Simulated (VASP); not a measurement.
Data:

```xyz
2
Lattice="0.0000 2.9823 2.9823 2.9823 0.0000 2.9823 2.9823 2.9823 0.0000" Properties=species:S:1:pos:R:3 pbc="T T T"
Zr     0.0000     0.0000     0.0000
Se     1.4911     1.4911     1.4911
```

All values below come from PBEsol GGA, VASP's PBE PAW potentials (set 64) (plane waves; VASP). Numerical set-up: 400 eV cut-off, Gaussian smearing of 0.050 eV, potentials Zr_sv Se.

**Question.** Give the energies of bands 6 to 12 at the high-symmetry points, in eV from the Fermi level.

**Answer.** 
```csv
band,Γ,X,U,L,W
6,-4.96,-6.07,-5.64,-5.65,-5.30
7,-4.96,-4.09,-4.62,-4.62,-5.10
8,-4.96,-4.09,-4.24,-4.62,-4.09
9,-0.10,-1.32,-1.28,0.44,-1.38
10,0.17,0.40,0.43,0.54,-0.09
11,0.17,1.18,0.46,0.54,1.01
12,4.13,1.40,2.18,2.33,1.74
```

It has no gap at this level: it comes out as a metal or semimetal.

The structure was generated: ZrSe was put into the zinc blende type (F-43m), which need not be its known phase. It was relaxed first, which changed the volume by -33 %.
